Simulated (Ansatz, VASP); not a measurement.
# H23C11 (amorphous polyisobutylene at 640 K) in two plane-wave programs

One calculation is typed for both programs; each brings its own data sets. How far apart do they land? The cell is taken from a series of runs on this material, whose earlier steps may have relaxed, scaled, displaced or heated it; both programs get it as it stands.

Main program and level: Ansatz 0.2.0; plane waves, with VASP 6.6.1 beside it; single point at PBE.

## (1) Set-up

The cell holds 136 atoms: 44 C and 92 H. Cell: a = 11.429 Å, b = 11.429 Å, c = 11.429 Å, α = 90.0°, β = 90.0°, γ = 90.0°. As first built, before any earlier steps moved the atoms (in the runner's words): 2 polyisobutylene chains of 5 units placed at random, at 0.691 g/cm^3; overlaps pushed apart, then 20 ps at 800 K with MMFF94 bonds, angles, torsions, charges and radii (Halgren, J. Comput. Chem. 17, 490 (1996)) in harmonic and 12-6 forms; charges of ions scaled by 0.8. Snapshot after 30 ps at 640 K and fixed volume.

## (2) VASP: single point, PBE

With cell and atoms fixed, the geometry can't cause a difference; cores, projectors, grids and the points listed under the comparison can.

Lines of VASP's logs that name or quote its potential files are left out, and so is its time.

The input, INCAR:

```
SYSTEM = H23C11
PREC = Accurate
ENCUT = 600
EDIFF = 1E-06
NELM = 120
ISMEAR = -1
SIGMA = 0.05
LREAL = Auto
ALGO = Normal
GGA = PE
NBANDS = 229
LORBIT = 11
LWAVE = .FALSE.
LCHARG = .FALSE.
ISIF = 2
LASPH = .TRUE.
GGA_COMPAT = .FALSE.
EFERMI = MIDGAP
```

The input, POSCAR:

```
H23C11
1.0
   11.4289300000      0.0000000000      0.0000000000
    0.0000000000     11.4289300000      0.0000000000
    0.0000000000      0.0000000000     11.4289300000
C H
44 92
Direct
    0.0206100000      0.3774100000      0.1298200000
    0.9076800000      0.3329700000      0.0807600000
    0.9309700000      0.2315600000      0.9903000000
    0.8237700000      0.1500400000      0.9756000000
    0.0203600000      0.1473400000      0.0494300000
    0.9878400000      0.2749300000      0.8694500000
    0.9354900000      0.3382000000      0.7601000000
    0.0416400000      0.3689900000      0.6811100000
    0.8711400000      0.2430900000      0.7019800000
    0.8570600000      0.4535300000      0.7869100000
    0.8196100000      0.5448000000      0.6943300000
    0.7393800000      0.4901900000      0.6035600000
    0.7421500000      0.6355500000      0.7675300000
    0.9255800000      0.6053300000      0.6275100000
    0.9155200000      0.7332000000      0.5879500000
    0.8925200000      0.8249800000      0.6837800000
    0.8180300000      0.7400600000      0.4975400000
    0.0288600000      0.7793900000      0.5307300000
    0.0690300000      0.7510500000      0.4075500000
    0.1959600000      0.7980900000      0.4030300000
    0.0715200000      0.6147300000      0.3940400000
    0.0080200000      0.8106600000      0.3003500000
    0.3192700000      0.3276700000      0.3184600000
    0.3601400000      0.2268300000      0.2395200000
    0.4620600000      0.1583100000      0.2884200000
    0.4700300000      0.0632300000      0.1924400000
    0.5756500000      0.2293400000      0.2806000000
    0.4338900000      0.1095000000      0.4150200000
    0.5296400000      0.0452300000      0.4834000000
    0.6239600000      0.1330600000      0.5273300000
[... 100 atom lines left out ...]
    0.1758800000      0.7083100000      0.7457600000
    0.2800800000      0.6027800000      0.8157000000
    0.1224400000      0.5982400000      0.8477900000
    0.1805000000      0.9238800000      0.9651600000
    0.1418100000      0.8856300000      0.8211500000
    0.0612900000      0.8310900000      0.9268000000
```

The input, KPOINTS:

```
Automatic mesh
0
Gamma
1 1 1
0 0 0
```

The projector-augmented-wave data sets are C and H (PBE family, release 64).

Run with:

```sh
$ export OMP_NUM_THREADS=3
$ mpirun -np 1 vasp_gam
```

Numbers of over 12 decimals in the logs are rounded to 6 here.

Log:

```text
[banner, memory and clock lines left out]
running    1 mpi-ranks, on    1 nodes
[...]
Offloading initialized ...    1 GPUs detected
[...]
LDA part: xc-table for (Slater+PW92), standard interpolation
 POSCAR, INCAR and KPOINTS ok, starting setup
[...]
entering main loop
       N       E                     dE             d eps       ncg     rms          rms(c)
DAV:   1     0.186164684638E+04    0.18616E+04   -0.13495E+05   458   0.116E+03
DAV:   2    -0.527099995761E+03   -0.23887E+04   -0.22427E+04   591   0.250E+02
DAV:   3    -0.796689950858E+03   -0.26959E+03   -0.26728E+03   596   0.846E+01
DAV:   4    -0.805105430246E+03   -0.84155E+01   -0.83898E+01   612   0.173E+01
[...]
DAV:  18    -0.727898198978E+03   -0.24743E-05   -0.18696E-05   548   0.104E-02    0.611E-03
DAV:  19    -0.727898197382E+03    0.15965E-05   -0.49970E-06   516   0.661E-03    0.258E-03
DAV:  20    -0.727898196863E+03    0.51871E-06   -0.20219E-06   444   0.404E-03
   1 F= -.72789820E+03 E0= -.72789820E+03  d E =-.938523E-20
```

Parts of OUTCAR (step 2):

```text
  FREE ENERGIE OF THE ION-ELECTRON SYSTEM (eV)
  ---------------------------------------------------
  free  energy   TOTEN  =      -727.8981968632 eV

  energy  without entropy=     -727.8981968632  energy(sigma->0) =     -727.89819686
```

The run ends at a pressure of 2.06 GPa, with forces up to 7.1 eV/Å.

## (3) Ansatz: single point, PBE

Ansatz runs on its default PAW (the set named soft_2) files.

The same cell, functional, mesh and smearing now go to Ansatz, which takes its cutoff from its data sets.

The input, input.yaml:

```yaml
crystal:
  lattice:
    - [11.42893, 0.0, 0.0]
    - [0.0, 11.42893, 0.0]
    - [0.0, 0.0, 11.42893]
  atoms:
    - { symbol: C, position: [0.02061, 0.37741, 0.12982] }
    - { symbol: C, position: [0.90768, 0.33297, 0.08076] }
    - { symbol: C, position: [0.93097, 0.23156, 0.9903] }
    - { symbol: C, position: [0.82377, 0.15004, 0.9756] }
    - { symbol: C, position: [0.02036, 0.14734, 0.04943] }
    - { symbol: C, position: [0.98784, 0.27493, 0.86945] }
    - { symbol: C, position: [0.93549, 0.3382, 0.7601] }
    - { symbol: C, position: [0.04164, 0.36899, 0.68111] }
    - { symbol: C, position: [0.87114, 0.24309, 0.70198] }
    - { symbol: C, position: [0.85706, 0.45353, 0.78691] }
    - { symbol: C, position: [0.81961, 0.5448, 0.69433] }
    - { symbol: C, position: [0.73938, 0.49019, 0.60356] }
    - { symbol: C, position: [0.74215, 0.63555, 0.76753] }
    - { symbol: C, position: [0.92558, 0.60533, 0.62751] }
    - { symbol: C, position: [0.91552, 0.7332, 0.58795] }
    - { symbol: C, position: [0.89252, 0.82498, 0.68378] }
    - { symbol: C, position: [0.81803, 0.74006, 0.49754] }
    - { symbol: C, position: [0.02886, 0.77939, 0.53073] }
    - { symbol: C, position: [0.06903, 0.75105, 0.40755] }
    - { symbol: C, position: [0.19596, 0.79809, 0.40303] }
    - { symbol: C, position: [0.07152, 0.61473, 0.39404] }
    - { symbol: C, position: [0.00802, 0.81066, 0.30035] }
    - { symbol: H, position: [0.06957, 0.31246, 0.18453] }
    - { symbol: H, position: [0.0781, 0.41207, 0.06361] }
    - { symbol: H, position: [0.99595, 0.44188, 0.19157] }
    - { symbol: H, position: [0.87029, 0.41058, 0.0421] }
    - { symbol: H, position: [0.85571, 0.29046, 0.15646] }
    - { symbol: H, position: [0.79202, 0.12522, 0.06419] }
    - { symbol: H, position: [0.84612, 0.07615, 0.92283] }
    - { symbol: H, position: [0.74794, 0.19041, 0.93593] }
[... 100 atom lines left out ...]
    - { symbol: H, position: [0.17588, 0.70831, 0.74576] }
    - { symbol: H, position: [0.28008, 0.60278, 0.8157] }
    - { symbol: H, position: [0.12244, 0.59824, 0.84779] }
    - { symbol: H, position: [0.1805, 0.92388, 0.96516] }
    - { symbol: H, position: [0.14181, 0.88563, 0.82115] }
    - { symbol: H, position: [0.06129, 0.83109, 0.9268] }
kpoints:
  mp_grid: { grid: [1, 1, 1] }
hamiltonian:
  xc: pbe
scf:
  occupations: { method: fermi_dirac, width: 0.05 }
output:
  forces: true
  eigenvalues: true
  populations: true
  stress: true
```

Run with:

```sh
$ ansatz run input.yaml --threads 4 --pin off --max-ram 8192MiB --backend cpu --events-out ev --progress --plain --runs-dir out
```

Log:

```text
Engine: ansatz 0.2.0, x86_64-unknown-linux-gnu
Pseudopotentials: kind: paw
Pseudopotential: C, paw, valence charge 4, recommended cutoff 420 eV (normal), C.paw.azcp
Pseudopotential: H, paw, valence charge 1, recommended cutoff 420 eV (normal), H.paw.azcp
Functional definition: PBE
  parameter kappa = 0.804
  parameter beta = 0.066725
  exchange = pbe_x(kappa = kappa, mu = beta*pi^2/3)
  correlation = pbe_c(beta = beta)
Crystal: 136 atoms, lattice volume = 1492.852 Å³
Basis set: ecut = 420 eV, 29039 PW (Γ), exchange–correlation on 160×160×160 points (8 copies of the dense FFT grid, shifted against one another)
Bands: 270, of which v1, the nominal top of the filled ones, is band 134 counted from 1 (133 counted from 0)
Symmetry: 1 space group operations
Space group: P1 (ITA 1), of the structure as read, at distance tolerance 1.1e-4 Å
k-points: 1
Non-local potential: C, projectors of the file, l = 0: 2, l = 1: 2, l = 2: 1
Non-local potential: H, projectors of the file, l = 0: 2, l = 1: 1
PAW form: soft (Blöchl's): semilocal exchange-correlation on the pseudo side does not see the compensation charge
PAW one-centre angular grid: C, 110 points (default); XC on 64 Gauss nodes
PAW one-centre angular grid: H, 110 points (default); XC on 64 Gauss nodes
Initial density: superposition of atomic densities (neutral atoms: chi_scale 0, normalization atom), corrected by the library's trained network
Initial wavefunctions: pseudopotential atomic-orbital guess
Functional: x = pbe(κ = 0.804, μ = 0.219515), c = pbe(β = 0.066725)
SCF iter   1: F=—  HF=-12512.010278 eV  |F-HF|=—  |Δ(HF+E_count)|=         —  Δρ=4.46e-3  dr2=3.59e-1  ethr=1.77e-3  ⟨swp⟩=6.0  Hψ=1282  notcnv=0  defer=52
preconditioner: auto → Resta (q_TF=auto, 2.049 Å⁻¹)  ε∞=2.1  [insulator: Δε(μ)=4.766 eV  Ē_g=15.066 eV  σ=0.050 eV  W_gap=1.00  n_scr=202 (ndim 8)  ℏωp=15.7 eV  f_vac=0.347  D(μ)=0.00/eV (n_scr^D=0)  ε∞_Penn≈2.1]
SCF iter   2: F=—  HF=-12511.988566 eV  |F-HF|=—  |Δ(HF+E_count)|=   2.17e-2  Δρ=1.85e-3  dr2=7.45e-2  ethr=1.34e-4  ⟨swp⟩=3.0  Hψ=452  notcnv=0  defer=129
SCF iter   3: F=—  HF=-12512.015616 eV  |F-HF|=—  |Δ(HF+E_count)|=   2.71e-2  Δρ=7.07e-4  dr2=1.31e-2  ethr=2.78e-5  ⟨swp⟩=3.0  Hψ=282  notcnv=0  defer=129
SCF iter   4: F=—  HF=-12512.023735 eV  |F-HF|=—  |Δ(HF+E_count)|=   8.12e-3  Δρ=1.92e-4  dr2=1.15e-3  ethr=4.87e-6  ⟨swp⟩=2.0  Hψ=233  notcnv=0  defer=129
SCF iter   5: F=—  HF=-12512.024488 eV  |F-HF|=—  |Δ(HF+E_count)|=   7.53e-4  Δρ=8.16e-5  dr2=1.67e-4  ethr=4.30e-7  ⟨swp⟩=2.0  Hψ=261  notcnv=0  defer=129
SCF iter   6: F=—  HF=-12512.024426 eV  |F-HF|=—  |Δ(HF+E_count)|=   6.17e-5  Δρ=2.54e-5  dr2=1.29e-5  ethr=6.25e-8  ⟨swp⟩=2.0  Hψ=280  notcnv=0  defer=129
SCF iter   7: F=—  HF=-12512.024550 eV  |F-HF|=—  |Δ(HF+E_count)|=   1.24e-4  Δρ=7.21e-6  dr2=1.24e-6  ethr=4.80e-9  ⟨swp⟩=2.0  Hψ=370  notcnv=0  defer=129
SCF iter   8: F=—  HF=-12512.024552 eV  |F-HF|=—  |Δ(HF+E_count)|=   1.21e-6  Δρ=3.34e-6  dr2=2.38e-7  ethr=4.62e-10  ⟨swp⟩=2.0  Hψ=274  notcnv=0  defer=129
SCF iter   9: F=-12512.024552 eV  HF=-12512.024552 eV  |F-HF|=5.43e-8  |Δ(HF+E_count)|=   2.50e-7  Δρ=7.76e-7  dr2=1.45e-8  ethr=3.73e-11  ⟨swp⟩=20.0  Hψ=1800  notcnv=0
SCF 1 converged in 9 iterations: F = -12512.024552 eV  dr2 = 1.45e-8
  greatest PAW one-centre occupation: 0.671 electrons in one spin orbital (limit 2), on the C atom at site 20 (counted from 0), in its partial waves of l = 0
SCF converged after 9 iterations
Free energy (F): -12512.024552 eV
Harris-Foulkes:  -12512.024552 eV  (|F-HF|=5.43e-8)
Internal energy: -12512.024552 eV  (E = F + TS)
E sigma→0 (E₀):  -12512.024552 eV
Fermi energy:    0.059476 eV
--- Per-component energies (eV) ---
  E_band       = -2080.226080
  E_kinetic    = 5326.056330
  E_local      = -23194.948215  (includes V_loc(G=0)·N_el)
  E_nonlocal   = 1346.175714
  E_hartree    = 9261.405438
  E_xc         = -2964.872427
  E_vxc        = -3714.750938  (∫ρ·V_xc dr)
  E_paw        = -4424.296255  (= ΣΔE_a)
  E_vpaw       = -365.440716  (= ΣTr[D̂ρ^β])
  E_aug_tail   = -0.127458  (compensation charges beyond the density's cutoff)
  E_ewald      = 2138.582321
  E_smearing   = -0.000000  (= −TS)
  E_closure    = 0.000000  (closes the sum)
  Σ components = -12512.024552   (vs F -12512.024552, Δ=0.00e0)
--- Forces (eV/Å), atoms counted from 1 ---
  atom   1  C      0.60873436    -1.04414530     1.19396694
  atom   2  C      0.12931232    -2.05350694     0.09205806
  atom   3  C     -0.83640669     0.07741391     0.02605894
  atom   4  C     -0.47210513     1.41425593     0.87644907
  atom   5  C     -0.64048499     0.61442235    -1.25334443
  atom   6  C     -1.54084783    -1.73769072     0.31285396
  atom   7  C     -0.33876958     0.73403362     0.94010164
  atom   8  C      0.44640401     0.86654866     2.36921946
  atom   9  C     -1.34583526     0.43793142    -2.95099356
[...]
atom  85  C      0.03268120    -0.41159058     1.29804963
  atom  86  C     -0.61158681     0.78828867     1.78127172
  atom  87  C     -0.23091850     0.60639452    -0.82691857
  atom  88  C     -1.69797648     2.69234257     3.07783346
  atom  89  C     -2.26707318    -2.59678257    -4.73084160
  atom  90  C      0.63717351    -0.12575688     1.00459274
  atom  91  H     -0.67429721    -0.31359455    -0.10497759
  atom  92  H     -0.36570948     0.75928564     0.23684357
  atom  93  H      0.08659807     0.28233446     0.27152848
  atom  94  H     -0.14904904    -0.63082515     0.22461733
  atom  95  H      0.93793933    -0.15506200     1.27524217
  atom  96  H      0.25593722    -0.11160321    -0.89004225
  atom  97  H      0.31039441    -0.66417172    -0.73593938
  atom  98  H     -0.23614647    -0.30737322    -0.22093999
  atom  99  H     -0.57771134     1.34749221     0.47770216
[...]
atom 129  H      0.99952520    -1.52904096     0.66825540
  atom 130  H     -0.17319478    -1.96935142    -1.30602712
  atom 131  H      0.84405739    -1.07684051     1.37200948
  atom 132  H     -0.85907241     0.42069250     0.13169658
  atom 133  H      1.53351204     1.38039801     0.10085263
  atom 134  H     -0.27658264     0.36384200     0.18699093
  atom 135  H      0.40571189     0.63351637    -1.53140946
  atom 136  H     -1.25295504    -0.22810404     0.79146508
  max |Σ_I F_I| component: 3.70e-5 eV/Å
--- Stress (GPa, compression-positive) ---
        2.753580      -0.009447       0.360526
       -0.009447       1.082057       0.688881
        0.360526       0.688881       2.467439
  P = ⅓ Tr σ = 2.1010 GPa (21.010 kbar)
--- Band table (eV) ---
  k-point 0: bands = [... 130 lower, -2.7759, -2.7088, -2.6802, -2.3251, 2.4440, 3.1311, 3.3396, 3.3960, ... 132 higher]
--- Löwdin populations: 136 sites ---
  site symbol       q [e]
     0      C      4.4582
     1      C      4.2595
     2      C      3.9086
     3      C      4.4758
     4      C      4.4601
     5      C      4.3464
     6      C      3.9094
     7      C      4.4478
     8      C      4.4548
     9      C      4.2894
    10      C      3.9103
    11      C      4.4866
    12      C      4.4521
    13      C      4.2811
    14      C      3.9175
    15      C      4.4377
    16      C      4.4703
    17      C      4.2820
    18      C      3.9006
    19      C      4.4436
    20      C      4.5071
    21      C      4.4910
    22      H      0.8380
    23      H      0.8177
[...]
128      H      0.7981
   129      H      0.8761
   130      H      0.8733
   131      H      0.8354
   132      H      0.8769
   133      H      0.8209
   134      H      0.8064
   135      H      0.8102
  spilling = 0.011020 (of n_electrons = 268.000000)
```

The run ends at a pressure of 2.10 GPa, with forces up to 7.2 eV/Å.

## (4) Differences

Known differences besides the potentials themselves: the cutoff is 420 eV in Ansatz and 600 eV in VASP (PREC = Accurate, projectors in real space). Total energies have different zeros and are not compared.

Both answers:

```
              quantity  Ansatz   VASP  difference
        pressure (GPa)    2.10   2.06       +0.04
gap on the k mesh (eV)   4.769  4.768      +0.001
```

Forces on 10 of the 136 atoms, those with the largest forces and the largest differences (eV/Å; atoms numbered as in POSCAR):

```
atom          Ansatz x, y, z            VASP x, y, z
  C7    -0.339, 0.734, 0.940    -0.344, 0.763, 0.955
 C21    2.049, 2.635, -6.334    2.052, 2.631, -6.304
 C22     3.183, 2.581, 2.488     3.162, 2.566, 2.481
 C32   -3.255, -1.889, 0.410   -3.268, -1.900, 0.438
 C34    1.825, 2.880, -4.689    1.827, 2.881, -4.671
 C42    -1.698, 2.692, 3.078    -1.704, 2.681, 3.096
 C43  -2.267, -2.597, -4.731  -2.274, -2.615, -4.748
 H56  -0.930, -0.803, -0.243  -0.918, -0.830, -0.256
 H85    0.795, -2.777, 5.956    0.797, -2.773, 5.949
 H89  -4.012, -1.740, -1.248  -4.009, -1.738, -1.247
```

The forces differ by 10 meV/Å r.m.s., which is 0.8 % of the r.m.s. force of 1.235 eV/Å (both taken over all components). A gap on the mesh is an upper bound, since the band edges may lie between its points.

## (5) Results

* r.m.s. force difference (single point, PBE): 0.82 % of the r.m.s. force

The r.m.s. force difference is 0.82 % of the r.m.s. force (single point, PBE), within the 3 % picked in this series as the mark of a large difference. Such differences can come from data sets, numerical settings and the points named under the comparisons, not from the functional's error against experiment.

[Lines on the potential files, build, host, timing and source positions are cut from VASP's logs without a mark.]

[Logs are printed without paths, hosts, clocks, repeated set-up lines and the standing remarks that a program may print on its own settings, such as how far it seeks lower states.]

[Hosts, paths, dates, database ids (printed as entryN), source tags and the programs' standing remarks are cut or masked in the printed files.]

[The MMFF94 radii named for the starting cell were scaled by 0.96; in molecules described by MMFF94, hydrogen bound to N, O or S took a small fixed 12-6 site in their place.]
